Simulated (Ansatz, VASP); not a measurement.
# Sn2W (Sn2W in the AlB2 type): VASP beside Ansatz

Aim: how closely do two programs agree when they are given the same cell, functional and k mesh? The cell is generated by rule, not measured, and may not be a known phase. The cell is taken from a series of runs on this material, whose earlier steps may have relaxed, scaled, displaced or heated it; both programs get it as it stands.

Program: Ansatz 0.2.0. Level of theory: plane waves, with VASP 6.6.1 beside it; relaxation of cell and atoms at LDA and zone-centre phonons at LDA. Results are calculated unless marked as measured.

The structure was built from a prototype and need not be the compound's stable phase.

### 1. The structure

The structure is hexagonal, space group P6/mmm (No. 191). Conventional cell: a = 4.951 Å, b = 4.951 Å, c = 2.806 Å, α = 90.00°, β = 90.00°, γ = 120.00°. Nearest to W lie 2 W at 2.81 Å. Nearest to Sn lie 5 Sn at 2.81 to 2.86 Å. Farther neighbours are not listed.

Coordinates:

```cif
data_structure
_symmetry_space_group_name_H-M 'P6/mmm'
_symmetry_Int_Tables_number 191
_cell_length_a 4.9512
_cell_length_b 4.9512
_cell_length_c 2.8065
_cell_angle_alpha 90.000
_cell_angle_beta 90.000
_cell_angle_gamma 120.000
_cell_volume 59.58
loop_
_atom_site_label
_atom_site_type_symbol
_atom_site_symmetry_multiplicity
_atom_site_Wyckoff_symbol
_atom_site_fract_x
_atom_site_fract_y
_atom_site_fract_z
_atom_site_occupancy
W1 W 1 a 0.00000 0.00000 0.00000 1
Sn1 Sn 2 d 0.33333 0.66667 0.50000 1
```

### 2. VASP: relaxation of cell and atoms, LDA, pair 1

The relaxed volume is the usual yardstick between codes: in a stiff, nearly cubic crystal its relative difference is about their pressure difference at one cell divided by the bulk modulus.

Lines of VASP's logs that name or quote its potential files are left out, and so is its time.

INCAR

```
SYSTEM = Sn2W
PREC = Accurate
ENCUT = 600
EDIFF = 1E-07
NELM = 120
ISMEAR = 1
SIGMA = 0.2
LREAL = .FALSE.
ALGO = Normal
GGA = PW92
NBANDS = 23
LASPH = .TRUE.
LORBIT = 11
LWAVE = .FALSE.
LCHARG = .FALSE.
ISIF = 3
IBRION = 2
NSW = 80
EDIFFG = -0.005
GGA_COMPAT = .FALSE.
NELMIN = 4
KPAR = 2
```

POSCAR

```
Sn2W
1.0
    4.9511830000      0.0000000000      0.0000000000
   -2.4755910000      4.2878500000      0.0000000000
    0.0000000000      0.0000000000      2.8064890000
W Sn
1 2
Direct
    0.0000000000      0.0000000000      0.0000000000
    0.3333333333      0.6666666667      0.5000000000
    0.6666666667      0.3333333333      0.5000000000
```

KPOINTS

```
Automatic mesh
0
Gamma
6 6 10
0 0 0
```

Potentials, in the order of the species: W and Sn_d (LDA family, release 64).

Launch:

```console
mpirun -np 2 vasp_std
```

Numbers of over 12 decimals in the logs are rounded to 6 here.

The program printed:

```text
[banner, memory and clock lines left out]
running    2 mpi-ranks, on    1 nodes
 distrk:  each k-point on    1 cores,    2 groups
 distr:  one band on    1 cores,    1 groups

 POSCAR found type information on POSCAR W Sn
 POSCAR found :  2 types and       3 ions
|                                                                             |
|               ----> ADVICE to this user running VASP <----                  |
|                                                                             |
|     You enforced a specific xc type in the INCAR file but a different       |
|     [... a line on the potential file left out ...]
|     I HOPE YOU KNOW WHAT YOU ARE DOING!                                     |
|                                                                             |

 LDA part: xc-table for (Slater(with rela. corr.)+PW92), standard interpolation
 POSCAR, INCAR and KPOINTS ok, starting setup
 FFT: planning ... GRIDC
 FFT: planning ... GRID_SOFT
 FFT: planning ... GRID
 WAVECAR not read
 entering main loop
       N       E                     dE             d eps       ncg     rms          rms(c)
DAV:   1     0.294803542579E+03    0.29480E+03   -0.18650E+04  2015   0.250E+03
DAV:   2     0.135670736708E+02   -0.28124E+03   -0.27353E+03  1946   0.545E+02
DAV:   3    -0.200183713307E+02   -0.33585E+02   -0.32696E+02  2352   0.159E+02
DAV:   4    -0.212431753436E+02   -0.12248E+01   -0.12185E+01  2268   0.333E+01
DAV:   5    -0.212786595410E+02   -0.35484E-01   -0.35476E-01  2555   0.571E+00    0.133E+01
DAV:   6    -0.207043237288E+02    0.57434E+00   -0.27945E+00  2377   0.671E+00    0.454E+00
DAV:   7    -0.205439409480E+02    0.16038E+00   -0.69131E-01  2572   0.625E+00    0.402E+00
DAV:   8    -0.204885028728E+02    0.55438E-01   -0.17415E-01  2131   0.245E+00    0.224E-01
DAV:   9    -0.204872710769E+02    0.12318E-02   -0.94829E-03  2360   0.113E+00    0.172E-01
DAV:  10    -0.204870248916E+02    0.24619E-03   -0.51134E-04  2553   0.240E-01    0.318E-02
DAV:  11    -0.204870143562E+02    0.10535E-04   -0.46858E-05  2362   0.487E-02    0.172E-02
DAV:  12    -0.204870107268E+02    0.36294E-05   -0.93130E-06  2495   0.255E-02    0.376E-03
DAV:  13    -0.204870107452E+02   -0.18363E-07   -0.72226E-07  2282   0.923E-03
   1 F= -.20487011E+02 E0= -.20487161E+02  d E =-.204870E+02
[...]
2 F= -.20487115E+02 E0= -.20486952E+02  d E =-.104301E-03
[...]
3 F= -.20487746E+02 E0= -.20487735E+02  d E =-.735627E-03
[...]
4 F= -.20487754E+02 E0= -.20487743E+02  d E =-.726626E-05
 trial-energy change:   -0.000007  1 .order   -0.000007   -0.000169    0.000156
 step:   0.4733(harm=  0.4703)  dis= 0.00000  next Energy=   -20.487791 (dE=-0.443E-04)
 bond charge predicted
       N       E                     dE             d eps       ncg     rms          rms(c)
DAV:   1    -0.204882664850E+02   -0.51276E-03   -0.11162E-02  2255   0.163E+00    0.126E-01
DAV:   2    -0.204878892730E+02    0.37721E-03   -0.75826E-04  2426   0.442E-01    0.578E-02
DAV:   3    -0.204877942599E+02    0.95013E-04   -0.29638E-04  2646   0.265E-01    0.119E-02
DAV:   4    -0.204877921711E+02    0.20888E-05   -0.13254E-05  1995   0.335E-02    0.686E-03
DAV:   5    -0.204877894331E+02    0.27380E-05   -0.31937E-06  2334   0.215E-02    0.203E-03
DAV:   6    -0.204877891692E+02    0.26386E-06   -0.26337E-07  1891   0.460E-03    0.105E-03
DAV:   7    -0.204877891527E+02    0.16474E-07   -0.56649E-08  1019   0.270E-03
   5 F= -.20487789E+02 E0= -.20487778E+02  d E =-.427805E-04
 curvature:  -0.25 expect dE=-0.770E-08 dE for cont linesearch -0.135E-08
 trial: gam= 0.00282 g(F)=  0.101E-43 g(S)=  0.309E-07 ort =-0.104E-05 (trialstep = 0.818E+00)
 search vector abs. value=  0.267E-07
 reached required accuracy - stopping structural energy minimisation
```

From OUTCAR (step 2):

```text
ion  position               nearest neighbor table
   1  0.000  0.000  0.000-   2 3.18   3 3.18   2 3.18   3 3.18   2 3.18   2 3.18   3 3.18   3 3.18
                             3 3.18   3 3.18   2 3.18   2 3.18
   2  0.333  0.667  0.500-   3 2.86   3 2.86   3 2.86   1 3.18   1 3.18   1 3.18   1 3.18   1 3.18
                             1 3.18
   3  0.667  0.333  0.500-   2 2.86   2 2.86   2 2.86   1 3.18   1 3.18   1 3.18   1 3.18   1 3.18
                             1 3.18

  LATTYP: Found a hexagonal cell.
 ALAT       =     4.9511830000
 C/A-ratio  =     0.5668320076

 Subroutine GETGRP returns: Found 24 space group operations
 (whereof 24 operations were pure point group operations)

The static configuration has the point symmetry D_6h.

 Found     42 irreducible k-points:

   k-points           NKPTS =     42   k-points in BZ     NKDIM =     42   number of bands    NBANDS=     23

   dimension x,y,z NGX =    40 NGY =   40 NGZ =   24
   dimension x,y,z NGXF=    80 NGYF=   80 NGZF=   48

   ENCUT  =  600.0 eV  44.10 Ry    6.64 a.u.   9.89  9.89  5.61*2*pi/ulx,y,z

   NELECT =      34.0000    total number of electrons

 k-points in reciprocal lattice and weights: Automatic mesh
   0.00000000  0.00000000  0.00000000       0.003
   0.16666667 -0.00000000  0.00000000       0.017
   0.33333333  0.00000000  0.00000000       0.017
   0.50000000  0.00000000  0.00000000       0.008
   0.16666667  0.16666667  0.00000000       0.017
   0.33333333  0.16666667  0.00000000       0.033
   0.33333333  0.33333333  0.00000000       0.006
   0.00000000  0.00000000  0.10000000       0.006
   0.16666667 -0.00000000  0.10000000       0.033
[...]
0.33333333  0.16666667  0.50000000       0.033
   0.33333333  0.33333333  0.50000000       0.006

 average (electrostatic) potential at core
       1 -36.1696       2 -96.9551       3 -96.9551

 E-fermi :  10.0715

 k-point     1 :       0.0000    0.0000    0.0000
  band No.  band energies     occupation
    ...
     13       4.9733      2.00000
     14       4.9733      2.00000
     15       6.2497      2.00000
     16       9.0636      2.00000
     17       9.0636      2.00000
     18      11.9167     -0.00000
     19      11.9167     -0.00000
     20      12.0272     -0.00000
     21      12.7108     -0.00000
     22      12.7108     -0.00000
    ...

 k-point     2 :       0.1667   -0.0000    0.0000
  band No.  band energies     occupation
    ...
     13       4.9842      2.00000
     14       5.8678      2.00000
     15       6.7649      2.00000
     16       8.4349      2.00000
     17       8.8404      2.00000
     18      11.8395     -0.00000
     19      11.9157     -0.00000
     20      12.4376     -0.00000
     21      13.2048     -0.00000
     22      13.9251     -0.00000
    ...

 k-point     3 :       0.3333    0.0000    0.0000
  band No.  band energies     occupation
    ...
     13       5.0120      2.00000
     14       5.1233      2.00000
     15       7.5684      2.00000
     16       8.4553      2.00000
     17       9.5842      2.00306
     18      11.7095     -0.00000
     19      11.9137     -0.00000
     20      12.5697     -0.00000
     21      14.4314      0.00000
     22      16.3402      0.00000
    ...

  Total       -0.0005746     -0.0005746      0.0011234     -0.0000000      0.0000000      0.0000000
  in kB       -0.0154461     -0.0154461      0.0302001     -0.0000000      0.0000000      0.0000000
  external PRESSURE =      -0.0002307 kB  Pullay stress =       0.0000000 kB

  energy-cutoff  :      600.00
  volume of cell :       59.60
      direct lattice vectors                 reciprocal lattice vectors
     4.959369721  0.000000001  0.000000000     0.201638526  0.116416041 -0.000000000
    -2.479684359  4.294939907  0.000000000    -0.000000000  0.232832128 -0.000000000
     0.000000000  0.000000000  2.798070011     0.000000000 -0.000000000  0.357389199

 POSITION                                       TOTAL-FORCE (eV/Angst)
 -----------------------------------------------------------------------------------
     -2.47968      4.29494      0.00000         0.000000     -0.000000     -0.000000
      0.00000      2.86329      1.39904        -0.000000     -0.000000     -0.000000
      2.47969      1.43165      1.39904         0.000000      0.000000      0.000000
 -----------------------------------------------------------------------------------
    total drift:                               -0.000000      0.000000      0.000000

  FREE ENERGIE OF THE ION-ELECTRON SYSTEM (eV)
  ---------------------------------------------------
  free  energy   TOTEN  =       -20.4877891527 eV

  energy  without entropy=      -20.4877569245  energy(sigma->0) =      -20.48777841

 reached required accuracy - stopping structural energy minimisation

 total charge
# of ion       s       p       d       tot
------------------------------------------
    1        0.539   0.360   4.050   4.949
    2        1.213   1.190  10.069  12.472
    3        1.213   1.190  10.069  12.472
--------------------------------------------------
tot          2.964   2.739  24.188  29.892

[... 3 further parts left out ...]
```

The data set W keeps the semicore shell frozen, which is cheaper and a little less accurate. The run keeps the 24 symmetry operations of its start, so it cannot find a distortion of lower symmetry.

### 3. Ansatz: relaxation of cell and atoms, LDA, pair 1

Ansatz runs on its PAW soft_1 files.

The same cell, functional (in two slightly different forms), mesh and smearing now go to Ansatz, which takes its cutoff from its data sets.

input.yaml

```yaml
crystal:
  lattice:
    - [4.9511825454, 0.0, 0.0]
    - [-2.4755912727, 4.287849863, 0.0]
    - [0.0, 0.0, 2.806489078]
  atoms:
    - { symbol: W, position: [0.0, 0.0, 0.0] }
    - { symbol: Sn, position: [0.3333333333, 0.6666666667, 0.5] }
    - { symbol: Sn, position: [0.6666666667, 0.3333333333, 0.5] }
kpoints:
  mp_grid: { grid: [6, 6, 10] }
hamiltonian:
  xc: lda
  pseudopotentials: { kind: paw, azcp: { folder: soft_1 }, xc_functional: pbe }
scf:
  occupations: { method: methfessel_paxton, width: 0.2 }
output:
  forces: true
  stress: true
  eigenvalues: true
relax:
  adjacent_minimum: "off"
  f_tol: 0.001
  max_steps: 60
  cell: { stress_tol: 0.01 }
```

Launch:

```console
ansatz run input.yaml --threads 4 --pin off --max-ram 12288MiB --backend cpu --events-out ev --progress --plain --runs-dir out
```

The program printed:

```text
Engine: ansatz 0.2.0, x86_64-unknown-linux-gnu
Pseudopotentials: kind: paw
Pseudopotential: W, paw, valence charge 14, recommended cutoff 420 eV (normal), soft_1/W.paw.azcp
Pseudopotential: Sn, paw, valence charge 14, recommended cutoff 420 eV (normal), soft_1/Sn.paw.azcp
Functional definition: SPW92
  exchange = slater_x
  correlation = pw_c
Crystal: 3 atoms, lattice volume = 59.582 Å³
Basis set: ecut = 420 eV, 1191 PW (Γ)
Bands: 26, of which v1, the nominal top of the filled ones, is band 21 counted from 1 (20 counted from 0)
Symmetry: 24 space group operations
Space group: P6/mmm (ITA 191), of the structure as read, at distance tolerance 3.9e-5 Å
k-points: 42 of 360
Non-local potential: W, projectors of the file, l = 0: 3, l = 1: 2, l = 2: 2, l = 3: 1
Non-local potential: Sn, projectors of the file, l = 0: 2, l = 1: 2, l = 2: 2, l = 3: 1
PAW form: soft (Blöchl's): semilocal exchange-correlation on the pseudo side does not see the compensation charge
PAW frozen core: W, regenerated for the run's functional, and the local potential with it (the file was generated under x = pbe(κ = 0.804, μ = 0.219515), c = pbe(β = 0.066725))
PAW frozen core: Sn, regenerated for the run's functional, and the local potential with it (the file was generated under x = pbe(κ = 0.804, μ = 0.219515), c = pbe(β = 0.066725))
PAW one-centre angular grid: W, 590 points (default); XC on 64 Gauss nodes
PAW one-centre angular grid: Sn, 590 points (default); XC on 64 Gauss nodes
Initial density: superposition of atomic densities (chi_scale 0.1, normalization cell, long waves kept (reshape's long-wave potential 0.00 eV rms))
Initial wavefunctions: pseudopotential atomic-orbital guess
Functional: x = slater, c = lda
SCF iter   1: F=—  HF=-21887.720418 eV  |F-HF|=—  |Δ(HF+E_count)|=         —  Δρ=4.65e-2  dr2=2.37e0  ethr=3.10e-3  ⟨swp⟩=5.5  Hψ=4765  notcnv=0
preconditioner: auto → Kerker (q_TF=auto, 2.574 Å⁻¹)  [metal: Δε(μ)=0.006 eV  Ē_g=17.074 eV  σ=0.200 eV  W_gap=0.03  n_scr=14 (ndim 8)  ℏωp=28.1 eV  f_vac=0.000  D(μ)=1.98/eV (n_scr^D=8)]
SCF iter   2: F=—  HF=-21887.262113 eV  |F-HF|=—  |Δ(HF+E_count)|=   4.58e-1  S|Δr|=    0.00e0  Δρ=1.69e-2  dr2=1.70e-1  ethr=3.10e-3  ⟨swp⟩=2.0  Hψ=1674  notcnv=0  defer=13
SCF iter   3: F=—  HF=-21887.217301 eV  |F-HF|=—  |Δ(HF+E_count)|=   4.48e-2  S|Δr|=    0.00e0  Δρ=5.97e-3  dr2=1.93e-2  ethr=4.05e-4  ⟨swp⟩=2.1  Hψ=1348  notcnv=0  defer=13
SCF iter   4: F=—  HF=-21887.212722 eV  |F-HF|=—  |Δ(HF+E_count)|=   4.58e-3  S|Δr|=    0.00e0  Δρ=1.48e-3  dr2=1.59e-3  ethr=4.60e-5  ⟨swp⟩=1.9  Hψ=1332  notcnv=0  defer=13
SCF iter   5: F=—  HF=-21887.212285 eV  |F-HF|=—  |Δ(HF+E_count)|=   4.37e-4  S|Δr|=    0.00e0  Δρ=2.01e-4  dr2=2.27e-5  ethr=3.79e-6  ⟨swp⟩=2.3  Hψ=1922  notcnv=0  defer=13
SCF iter   6: F=—  HF=-21887.212278 eV  |F-HF|=—  |Δ(HF+E_count)|=   7.40e-6  S|Δr|=    0.00e0  Δρ=6.97e-5  dr2=7.20e-6  ethr=5.41e-8  ⟨swp⟩=2.4  Hψ=1763  notcnv=0  defer=13
SCF iter   7: F=—  HF=-21887.212277 eV  |F-HF|=—  |Δ(HF+E_count)|=   1.04e-6  S|Δr|=    0.00e0  Δρ=2.17e-5  dr2=6.20e-7  ethr=1.72e-8  ⟨swp⟩=2.0  Hψ=1224  notcnv=0  defer=13
SCF iter   8: F=-21887.212277 eV  HF=-21887.212277 eV  |F-HF|=4.27e-9  |Δ(HF+E_count)|=   9.74e-8  S|Δr|=    0.00e0  Δρ=2.87e-6  dr2=7.16e-9  ethr=2.38e-10  ⟨swp⟩=7.2  Hψ=4447  notcnv=0
SCF 1 converged in 8 iterations: F = -21887.212277 eV  dr2 = 7.16e-9
  greatest PAW one-centre occupation: 0.999 electrons in one spin orbital (limit 2), on the W atom at site 0 (counted from 0), in its partial waves of l = 0
relax step   1: F+E_penalty+E_count = -21887.21227678 eV  Δ(F+E_penalty+E_count) = +0.000e0 eV  max|allowed force component| = 7.093e-17 eV/Å  Δτ_max = 0.0000 Å  P = +0.197 GPa  Ω = 59.582 Å³  (8 SCF iters, dr2 threshold 1.00e-7 eV, accepted)
[...]
relax step   2: F+E_penalty+E_count = -21887.21152667 eV  Δ(F+E_penalty+E_count) = +7.501e-4 eV  max|allowed force component| = 7.401e-17 eV/Å  Δτ_max = 0.0000 Å  P = -0.242 GPa  Ω = 59.963 Å³  energy of the carried Pulay correction = -5.106e-5 eV  (5 SCF iters, dr2 threshold 3.00e-7 eV, rejected (line search))
[...]
relax step   3: F+E_penalty+E_count = -21887.21315232 eV  Δ(F+E_penalty+E_count) = -8.755e-4 eV  max|allowed force component| = 9.560e-17 eV/Å  Δτ_max = 0.0000 Å  P = -0.015 GPa  Ω = 59.752 Å³  energy of the carried Pulay correction = -2.284e-5 eV  (8 SCF iters, accepted)
[...]
relax step   4: F+E_penalty+E_count = -21887.21315395 eV  Δ(F+E_penalty+E_count) = -1.632e-6 eV  max|allowed force component| = 7.401e-17 eV/Å  Δτ_max = 0.0000 Å  P = +0.003 GPa  Ω = 59.743 Å³  energy of the carried Pulay correction = -2.163e-5 eV  (4 SCF iters, dr2 threshold 8.08e-10 eV, accepted)
[...]
relax step   5: F+E_penalty+E_count = -21887.21318059 eV  Δ(F+E_penalty+E_count) = -2.664e-5 eV  max|allowed force component| = 5.243e-17 eV/Å  Δτ_max = 0.0000 Å  P = +0.003 GPa  Ω = 59.743 Å³  stress off target by 4.17e-3 GPa  SCF on the basis re-selected at this cell (its energy is not comparable with the rows above)  (4 SCF iters)
basis re-selected at this cell: Δ(F+E_penalty+E_count) = -2.664e-5 eV, ΔP = +0.000 GPa vs the last step (what re-selecting the basis moved, of the pressure what is left beyond the Pulay correction that the steps carried, after the strain that the cell walked since its last selection, with what the two solves' SCF thresholds leave and, on support functions, any second-order correction that the steps lacked; it is no m [...]
SCF converged after 4 iterations
Stability not checked: this state was not tested for a lower state beside it, because cold or Methfessel-Paxton smearing, or corrected tetrahedra, fill the levels in a way that the test cannot read (fill_not_monotonic; see scf.lower_state_search)
Free energy (F): -21887.213181 eV
Harris-Foulkes:  -21887.213181 eV  (|F-HF|=1.09e-11)
Internal energy: -21887.213031 eV  (E = F + TS)
E sigma→0 (E₀):  -21887.213143 eV
Entropy (-TS):   -0.000150 eV (-0.050 meV/atom)
Fermi energy:    16.335198 eV
--- Per-component energies (eV) ---
  E_band       = -187.164747
  E_kinetic    = 763.912637
  E_local      = -2259.166432  (includes V_loc(G=0)·N_el)
  E_nonlocal   = 281.478274
  E_hartree    = 1120.314103
  E_xc         = -517.256571
  E_vxc        = -395.665338  (∫ρ·V_xc dr)
  E_paw        = -16775.564395  (= ΣΔE_a)
  E_vpaw       = -818.352790  (= ΣTr[D̂ρ^β])
  E_aug_tail   = 0.000708  (compensation charges beyond the density's cutoff)
  E_ewald      = -4502.064385
  E_core_change = 1.133031  (= ΣΔE_core)
  E_smearing   = -0.000150  (= −TS)
  E_closure    = 0.000000  (closes the sum)
  Σ components = -21887.213181   (vs F -21887.213181, Δ=0.00e0)
--- Forces (eV/Å), atoms counted from 1 ---
  atom   1  W      0.00000000     0.00000000     0.00000000
  atom   2  Sn    -0.00000000     0.00000000     0.00000000
  atom   3  Sn     0.00000000    -0.00000000     0.00000000
  max |Σ_I F_I| component: 9.25e-18 eV/Å
--- Stress (GPa, compression-positive) ---
        0.002320      -0.000000       0.000000
       -0.000000       0.002320       0.000000
        0.000000       0.000000       0.004172
  P = ⅓ Tr σ = 0.0029 GPa (0.029 kbar)
--- Band table (eV; the first three rows and the last of 42) ---
  k-point 0: bands = [... 17 lower, 11.2508, 12.5010, 15.3248, 15.3248, 18.2027, 18.2027, 18.2419, 18.9877, ... 1 higher]
  k-point 1: bands = [... 17 lower, 11.4602, 12.9397, 15.1142, 15.1142, 18.1325, 18.3260, 18.3260, 18.9512, ... 1 higher]
  k-point 2: bands = [... 17 lower, 12.0723, 14.0661, 14.5574, 14.5574, 17.1674, 18.7627, 18.7627, 18.7985, ... 1 higher]
  k-point 41: bands = [... 17 lower, 11.8749, 13.4907, 14.9962, 15.6212, 15.6212, 16.8406, 16.8406, 21.7014, ... 1 higher]
--- Relaxed structure (4 steps of the walk, 3 accepted, 1 SCFs on fresh bases) ---
  F+E_penalty+E_count = -21887.21318059 eV   max|allowed force component| = 5.243e-17 eV/Å   (the final SCF, on the basis selected at the relaxed cell)
  cell:  # Å, volume = 59.7427 Å³
    - [4.963739, 0.0, 0.0]
    - [-2.481869, 4.298724, 0.0]
    - [0.0, 0.0, 2.799862]
  atoms:
    - { symbol: W, position: [0, 0, 0.0] }
    - { symbol: Sn, position: [0.333333, 0.666667, 0.5] }
    - { symbol: Sn, position: [0.666667, 0.333333, 0.5] }
```

### 4. Side by side

Known differences besides the potentials themselves: the data sets hold 42 valence electrons in Ansatz (on its PAW soft_1 files) and 34 in VASP; the cutoff is 420 eV in Ansatz and 600 eV in VASP; VASP's log shows a relativistic correction to its local exchange, Ansatz's none; Ansatz adds a Pulay correction to the stress that steers its cell, VASP none. Total energies have different zeros and are not compared.

The two programs side by side:

```csv
quantity,Ansatz,VASP,difference
volume (Å³),59.74,59.60,+0.24 %
"edge a after relaxation, in the typed setting (Å)",4.964,4.959,+0.09 %
"edge c after relaxation, in the typed setting (Å)",2.800,2.798,+0.06 %
```

(Part 1 of 2 ends here.)

[Lines on the potential files, build, host, timing and source positions are cut from VASP's logs without a mark.]

[Logs are printed without paths, hosts, clocks, repeated set-up lines and the standing remarks that a program may print on its own settings, such as how far it seeks lower states.]

[Hosts, paths, dates, database ids (printed as entryN), source tags and the programs' standing remarks are cut or masked in the printed files.]
